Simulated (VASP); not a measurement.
Method: PBE GGA, VASP's PBE PAW potentials (set 64) (plane waves; VASP 6.6.1).

VASP input:

KPOINTS:
```
K-points
0
Gamma
 5 5 5
```

**INCAR**
```
SYSTEM = Al3Sc
PREC = Accurate
ENCUT = 300
EDIFF = 1E-6
NELM = 100
ALGO = Normal
LREAL = .FALSE.
LASPH = .TRUE.
ISMEAR = 0
SIGMA = 0.1
GGA = PE
LMAXMIX = 4
LWAVE = .FALSE.
LCHARG = .FALSE.
ISIF = 2
```

**POSCAR**
```
Al3Sc
1
    4.1000000000     0.0000000000     0.0000000000
    0.0000000000     4.1000000000     0.0000000000
    0.0000000000     0.0000000000     4.1000000000
Sc Al
1 3
Direct
  0.0072530000  -0.0061470000  -0.0066380000
  0.0038780000   0.4862700000   0.5089330000
  0.4898000000   0.0146970000   0.4855380000
  0.4990690000   0.5051800000   0.0121670000
```

POTCAR, in this order: Sc_sv Al (PBE.64 set). Program: vasp_std.

### Question
What will the output report for the number of irreducible k-points (NKPTS), largest plane-wave count, number of space-group operations, FFT grid (NGX, NGY, NGZ)?

### Answer

- number of irreducible k-points (NKPTS): 63
- largest plane-wave count: 822
- number of space-group operations: 1
- FFT grid (NGX, NGY, NGZ): 24 × 24 × 24

The structure is a typed Al3Sc crystal. The cell was not relaxed at this level, atoms are displaced from their ideal sites. The k-mesh is coarse (spacing up to 0.31 per Å, 2π included), so the numbers may not be converged in it. The run is one of a series of settings (KPOINTS 5×5×5 Γ-centred mesh against the base run), some of them coarse on purpose.
